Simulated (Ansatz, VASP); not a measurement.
# Cross-check of Ta between VASP and Ansatz

Aim: how closely do two programs agree when they are given the same cell, functional and k mesh? The cell is a member of a volume series, scaled by 0.9 from a relaxed one, so a pressure remains.

Main program and level: Ansatz 0.2.0; plane waves, with VASP 6.6.1 beside it; single point at LDA.

## 1. Starting point

The structure is cubic, space group Im-3m (No. 229). The conventional cell has a = 3.145 Å, b = 3.145 Å, c = 3.145 Å, α = 90.00°, β = 90.00°, γ = 90.00°. Nearest to Ta lie 8 Ta at 2.72 Å.

## 2. Ansatz: single point, LDA, volume scaled by 0.9

Ansatz runs on its default PAW (the set named soft_2) files.

A single point gives forces, pressure and levels at one fixed geometry, so differences don't come from the geometry; what else differs is listed under the comparison.

input.yaml reads:

```yaml
crystal:
  lattice:
    - [-1.57227108, 1.57227108, 1.57227108]
    - [1.57227108, -1.57227108, 1.57227108]
    - [1.57227108, 1.57227108, -1.57227108]
  atoms:
    - { symbol: Ta, position: [0.0, 0.0, 0.0] }
hamiltonian:
  xc: lda
  pseudopotentials: { kind: paw }
kpoints:
  mp_grid: { grid: [18, 18, 18] }
scf:
  occupations: { method: methfessel_paxton, width: 0.15 }
  n_extra_bands: 4
output:
  forces: true
  stress: true
  eigenvalues: true
  write_density: true
  write_potential: true
  elf: true
  volumetric_format: npy
```

Run with:

```sh
$ ansatz run input.yaml --threads 2 --pin off --max-ram 4608MiB --backend cpu --events-out ev --progress --plain --runs-dir out
```

Numbers of over 12 decimals in the logs are rounded to 6 here.

Log:

```text
scf.n_extra_bands = 4 over 7 filled bands (N_el = 13.0): the run solves 11 bands
Engine: ansatz 0.2.0, aarch64-unknown-linux-gnu
Pseudopotentials: kind: paw
Pseudopotential: Ta, paw, valence charge 13, recommended cutoff 420 eV (normal), Ta.paw.azcp
Functional definition: SPW92
  exchange = slater_x
  correlation = pw_c
Crystal: 1 atoms, lattice volume = 15.547 Å³
Basis set: ecut = 420 eV, 321 PW (Γ)
Bands: 11, of which v1, the nominal top of the filled ones, is band 7 counted from 1 (6 counted from 0)
Symmetry: 48 space group operations
Space group: Im-3m (ITA 229), of the structure as read, at distance tolerance 2.5e-5 Å
k-points: 195 of 5832
Non-local potential: Ta, projectors of the file, l = 0: 3, l = 1: 2, l = 2: 2, l = 3: 1
PAW form: soft (Blöchl's): semilocal exchange-correlation on the pseudo side does not see the compensation charge
PAW frozen core: Ta, regenerated for the run's functional, and the local potential with it (the file was generated under x = pbe(κ = 0.804, μ = 0.219515), c = pbe(β = 0.066725))
PAW one-centre angular grid: Ta, 590 points (default); XC on 64 Gauss nodes
Initial density: superposition of atomic densities (neutral atoms: chi_scale 0, normalization atom), corrected by the library's trained network
Initial wavefunctions: pseudopotential atomic-orbital guess
Functional: x = slater, c = lda
SCF iter   1: F=—  HF=-9682.485037 eV  |F-HF|=—  |Δ(HF+E_count)|=         —  Δρ=6.55e-3  dr2=5.36e-3  ethr=1.77e-3  ⟨swp⟩=5.1  Hψ=11947  notcnv=0
preconditioner: auto → none  [metal: Δε(μ)=0.022 eV  Ē_g=9.547 eV  σ=0.150 eV  W_gap=0.12  n_scr=0 (ndim 8)  ℏωp=21.1 eV  f_vac=0.000  D(μ)=1.29/eV (n_scr^D=12)]
SCF iter   2: F=—  HF=-9682.482865 eV  |F-HF|=—  |Δ(HF+E_count)|=   2.17e-3  S|Δr|=    0.00e0  Δρ=2.51e-3  dr2=4.78e-4  ethr=4.13e-5  ⟨swp⟩=1.3  Hψ=3866  notcnv=0
SCF iter   3: F=—  HF=-9682.482771 eV  |F-HF|=—  |Δ(HF+E_count)|=   9.38e-5  S|Δr|=    0.00e0  Δρ=5.74e-4  dr2=1.50e-5  ethr=3.68e-6  ⟨swp⟩=2.0  Hψ=2376  notcnv=0
SCF iter   4: F=—  HF=-9682.482770 eV  |F-HF|=—  |Δ(HF+E_count)|=   1.09e-6  S|Δr|=    0.00e0  Δρ=2.93e-5  dr2=4.32e-8  ethr=7.69e-10  ⟨swp⟩=8.9  Hψ=15224  notcnv=0
SCF iter   5: F=-9682.482770 eV  HF=-9682.482770 eV  |F-HF|=1.45e-9  |Δ(HF+E_count)|=   7.47e-9  S|Δr|=    0.00e0  Δρ=4.75e-6  dr2=1.85e-9  ethr=3.32e-10  ⟨swp⟩=5.7  Hψ=10728  notcnv=0
SCF 1 converged in 5 iterations: F = -9682.482770 eV  dr2 = 1.85e-9
  greatest PAW one-centre occupation: 1.000 electrons in one spin orbital (limit 2), on the Ta atom at site 0 (counted from 0), in its partial waves of l = 0
SCF converged after 5 iterations
Stability not checked: this state was not tested for a lower state beside it, because cold or Methfessel-Paxton smearing, or corrected tetrahedra, fill the levels in a way that the test cannot read (fill_not_monotonic; see scf.lower_state_search)
Free energy (F): -9682.482770 eV
Harris-Foulkes:  -9682.482770 eV  (|F-HF|=1.45e-9)
Internal energy: -9682.481705 eV  (E = F + TS)
E sigma→0 (E₀):  -9682.482503 eV
Entropy (-TS):   -0.001065 eV (-1.065 meV/atom)
Fermi energy:    21.581232 eV
--- Per-component energies (eV) ---
  E_band       = -63.633115
  E_kinetic    = 372.407270
  E_local      = -468.663042  (includes V_loc(G=0)·N_el)
  E_nonlocal   = 22.604567
  E_hartree    = 168.143520
  E_xc         = -218.984095
  E_vxc        = -206.808576  (∫ρ·V_xc dr)
  E_paw        = -8150.059777  (= ΣΔE_a)
  E_vpaw       = -119.461426  (= ΣTr[D̂ρ^β])
  E_aug_tail   = 0.000128  (compensation charges beyond the density's cutoff)
  E_ewald      = -1408.189178
  E_core_change = 0.258903  (= ΣΔE_core)
  E_smearing   = -0.001065  (= −TS)
  E_closure    = 0.000000  (closes the sum)
  Σ components = -9682.482770   (vs F -9682.482770, Δ=0.00e0)
--- Forces (eV/Å), atoms counted from 1 ---
  atom   1  Ta     0.00000000    -0.00000000     0.00000000
  max |Σ_I F_I| component: 3.60e-32 eV/Å
--- Stress (GPa, compression-positive) ---
       27.038619       0.000000      -0.000000
        0.000000      27.038619       0.000000
       -0.000000      -0.000000      27.038619
  P = ⅓ Tr σ = 27.0386 GPa (270.386 kbar)
--- Band table (eV; the first three rows and the last of 195) ---
  k-point 0: bands = [... 3 lower, -10.8217, 13.2247, 22.2518, 22.2518, 22.2518, 26.0582, 26.0582, 36.9036]
  k-point 1: bands = [... 3 lower, -10.8223, 13.3919, 22.1412, 22.2232, 22.4167, 25.8652, 26.0561, 37.0604]
  k-point 2: bands = [... 3 lower, -10.8240, 13.8706, 21.8381, 22.1002, 22.9059, 25.4759, 26.0610, 37.4728]
  k-point 194: bands = [... 3 lower, -12.1070, 16.8309, 16.8309, 29.6664, 29.6664, 29.6664, 31.7384, 31.7384]
```

It took 2.7 s on 2 threads of Arm Neoverse N1, shared host; peak memory 0.28 GiB; 4.6 s of CPU time.

Reading the cycles: dr2 is the Hartree energy of the density residual (eV), the measure of convergence; HF is the Harris–Foulkes estimate of the energy, which meets the free energy F at convergence.

The run ends at a pressure of 27.04 GPa.

## 3. VASP: single point, LDA, volume scaled by 0.9

The same cell, functional (in two slightly different forms), mesh and smearing now go to VASP, with its own data sets and cutoff.

Lines of VASP's logs that name or quote its potential files are left out, and so is its time.

The input asks for a relaxation, which ended at its first step since no free force or stress exceeded the threshold; so it serves as a single point.

INCAR reads:

```
SYSTEM = Ta
PREC = Accurate
ENCUT = 500
EDIFF = 1E-07
NELM = 100
ISMEAR = 1
SIGMA = 0.15
LREAL = .FALSE.
ALGO = Normal
GGA = CA
NBANDS = 11
LASPH = .TRUE.
LORBIT = 11
LWAVE = .FALSE.
LCHARG = .FALSE.
KPAR = 4
IBRION = 2
NSW = 50
ISIF = 4
EDIFFG = -0.003
```

POSCAR reads:

```
Ta
1.0
   -1.5722710817      1.5722710817      1.5722710817
    1.5722710817     -1.5722710817      1.5722710817
    1.5722710817      1.5722710817     -1.5722710817
Ta
1
Direct
    0.0000000000      0.0000000000      0.0000000000
```

KPOINTS reads:

```
Automatic mesh
0
Gamma
18 18 18
0 0 0
```

PAW data sets: Ta_pv (LDA family, release 64).

Run with:

```sh
$ mpirun -np 4 vasp_std
```

Log:

```text
[banner, memory and clock lines left out]
running    4 mpi-ranks, on    1 nodes
 distrk:  each k-point on    1 cores,    4 groups
 distr:  one band on    1 cores,    1 groups

 POSCAR found type information on POSCAR Ta
 POSCAR found :  1 types and       1 ions
 LDA part: xc-table for (Slater(with rela. corr.)+CA(PZ))
 , standard interpolation
 POSCAR, INCAR and KPOINTS ok, starting setup
 FFT: planning ... GRIDC
 FFT: planning ... GRID_SOFT
 FFT: planning ... GRID
 WAVECAR not read
 entering main loop
       N       E                     dE             d eps       ncg     rms          rms(c)
DAV:   1     0.567245151465E+02    0.56725E+02   -0.61689E+03  4309   0.952E+02
DAV:   2    -0.121636640907E+02   -0.68888E+02   -0.67111E+02  4780   0.251E+02
DAV:   3    -0.130868628222E+02   -0.92320E+00   -0.90506E+00  5177   0.276E+01
DAV:   4    -0.130896678541E+02   -0.28050E-02   -0.28046E-02  4812   0.153E+00
DAV:   5    -0.130896746916E+02   -0.68375E-05   -0.68371E-05  4936   0.758E-02    0.174E+01
DAV:   6    -0.127914334277E+02    0.29824E+00   -0.23489E-01  4890   0.527E+00    0.890E+00
DAV:   7    -0.126894939875E+02    0.10194E+00   -0.22108E-01  4956   0.480E+00    0.410E-01
DAV:   8    -0.126879349837E+02    0.15590E-02   -0.76210E-03  4718   0.771E-01    0.392E-02
DAV:   9    -0.126879321873E+02    0.27964E-05   -0.36247E-05  4946   0.623E-02    0.224E-02
DAV:  10    -0.126879321942E+02   -0.68321E-08   -0.18172E-06  4756   0.157E-02    0.405E-03
DAV:  11    -0.126879321690E+02    0.25177E-07   -0.33945E-08  2959   0.199E-03
   1 F= -.12687932E+02 E0= -.12687651E+02  d E =-.126879E+02
 curvature:   0.00 expect dE= 0.000E+00 dE for cont linesearch  0.000E+00
 trial: gam= 0.00000 g(F)=  0.202E-62 g(S)=  0.169E-31 ort = 0.000E+00 (trialstep = 0.100E+01)
 search vector abs. value=  0.100E-09
 reached required accuracy - stopping structural energy minimisation
```

Parts of OUTCAR (step 3):

```text
ion  position               nearest neighbor table
   1  0.000  0.000  0.000-

  LATTYP: Found a body centered cubic cell.
 ALAT       =     3.1445421634

 Subroutine GETGRP returns: Found 48 space group operations
 (whereof 48 operations were pure point group operations)

The static configuration has the point symmetry O_h .

 Found    195 irreducible k-points:

   k-points           NKPTS =    195   k-points in BZ     NKDIM =    195   number of bands    NBANDS=     11

   dimension x,y,z NGX =    20 NGY =   20 NGZ =   20
   dimension x,y,z NGXF=    40 NGYF=   40 NGZF=   40

   ENCUT  =  500.0 eV  36.75 Ry    6.06 a.u.   4.97  4.97  4.97*2*pi/ulx,y,z

   NELECT =      11.0000    total number of electrons

 k-points in reciprocal lattice and weights: Automatic mesh
   0.00000000  0.00000000  0.00000000       0.000
   0.05555556  0.00000000  0.00000000       0.002
   0.11111111  0.00000000  0.00000000       0.002
   0.16666667  0.00000000  0.00000000       0.002
   0.22222222  0.00000000  0.00000000       0.002
   0.27777778  0.00000000  0.00000000       0.002
   0.33333333  0.00000000  0.00000000       0.002
   0.38888889  0.00000000  0.00000000       0.002
   0.44444444  0.00000000  0.00000000       0.002
[...]
0.50000000  0.50000000  0.44444444       0.002
   0.50000000  0.50000000  0.50000000       0.000

 average (electrostatic) potential at core
       1 -35.0940

 E-fermi :   6.6634

 k-point     1 :       0.0000    0.0000    0.0000
  band No.  band energies     occupation
      1     -25.6242      2.00000
      2     -25.6242      2.00000
      3     -25.6242      2.00000
      4      -1.6736      2.00000
      5       7.3259     -0.00000
      6       7.3259     -0.00000
      7       7.3259     -0.00000
      8      11.1385      0.00000
      9      11.1385      0.00000
    ...

 k-point     2 :       0.0556    0.0000    0.0000
  band No.  band energies     occupation
      1     -25.6894      2.00000
      2     -25.6433      2.00000
      3     -25.6248      2.00000
      4      -1.5046      2.00000
      5       7.2147     -0.00000
      6       7.2970     -0.00000
      7       7.4909     -0.00000
      8      10.9459      0.00000
      9      11.1364      0.00000
    ...

 k-point     3 :       0.1111    0.0000    0.0000
  band No.  band energies     occupation
      1     -25.8739      2.00000
      2     -25.6979      2.00000
      3     -25.6266      2.00000
      4      -1.0211      2.00000
      5       6.9101     -0.04203
      6       7.1730     -0.00002
      7       7.9805     -0.00000
      8      10.5567      0.00000
      9      11.1411      0.00000
    ...

  Total        2.7502688      2.7502688      2.7502688     -0.0000000      0.0000000      0.0000000
  in kB      283.4284594    283.4284594    283.4284594     -0.0000000      0.0000000      0.0000000
  external PRESSURE =     283.4284594 kB  Pullay stress =       0.0000000 kB

  energy-cutoff  :      500.00
  volume of cell :       15.55
      direct lattice vectors                 reciprocal lattice vectors
    -1.572271082  1.572271082  1.572271082     0.000000000  0.318011319  0.318011319
     1.572271082 -1.572271082  1.572271082     0.318011319  0.000000000  0.318011319
     1.572271082  1.572271082 -1.572271082     0.318011319  0.318011319  0.000000000

 POSITION                                       TOTAL-FORCE (eV/Angst)
 -----------------------------------------------------------------------------------
      0.00000      0.00000      0.00000         0.000000     -0.000000      0.000000
 -----------------------------------------------------------------------------------
    total drift:                                0.000000     -0.000000      0.000000

  FREE ENERGIE OF THE ION-ELECTRON SYSTEM (eV)
  ---------------------------------------------------
  free  energy   TOTEN  =       -12.6879321690 eV

  energy  without entropy=      -12.6870887291  energy(sigma->0) =      -12.68765102

 reached required accuracy - stopping structural energy minimisation

 total charge
# of ion       s       p       d       tot
------------------------------------------
    1        0.409   6.199   2.663   9.271

[... 3 further parts left out ...]
```

## 4. Differences

Known differences besides the potentials themselves: the two LDA forms differ slightly; the data sets hold 13 valence electrons in Ansatz (default PAW (the set named soft_2) files) and 11 in VASP; the cutoff is 420 eV in Ansatz and 500 eV in VASP; VASP's log shows a relativistic correction to its local exchange, Ansatz's none. Total energies have different zeros and are not compared.

The two programs side by side:

```csv
quantity,Ansatz,VASP,difference
pressure (GPa),27.04,28.34,-1.30
pressure without Ansatz's Pulay correction (GPa),26.98,28.34,-1.36
```

Ansatz's pressure holds a Pulay correction of 0.05 GPa; VASP's holds none.

## 5. Other set-ups

Further runs change the set-up of one program: Ansatz's method, potentials or start, or VASP's data sets, cutoff or form of LDA. The table gives Ansatz less VASP for each quantity, since a change that brings one quantity closer may part another.

```csv
run,pressure (GPa)
as above,-1.3
Ansatz's all-electron LAPW method,-1.8
```

## 6. Outcome

| Item | Value |
| --- | --- |
| difference in pressure (single point, LDA, volume scaled by 0.9) | -1.3 GPa |

The difference in pressure is -1.3 GPa (single point, LDA, volume scaled by 0.9), beyond the 1 GPa picked in this series as the mark of a large difference. Single point, LDA, volume scaled by 0.9, Ansatz's all-electron LAPW method: the difference in pressure goes from -1.3 to -1.8 GPa. Such differences can come from data sets, numerical settings and the points named under the comparisons, not from the functional's error against experiment.

[Lines on the potential files, build, host, timing and source positions are cut from VASP's logs without a mark.]

[Logs are printed without paths, hosts, clocks, repeated set-up lines and the standing remarks that a program may print on its own settings, such as how far it seeks lower states.]

[Hosts, paths, dates, database ids (printed as entryN), source tags and the programs' standing remarks are cut or masked in the printed files.]
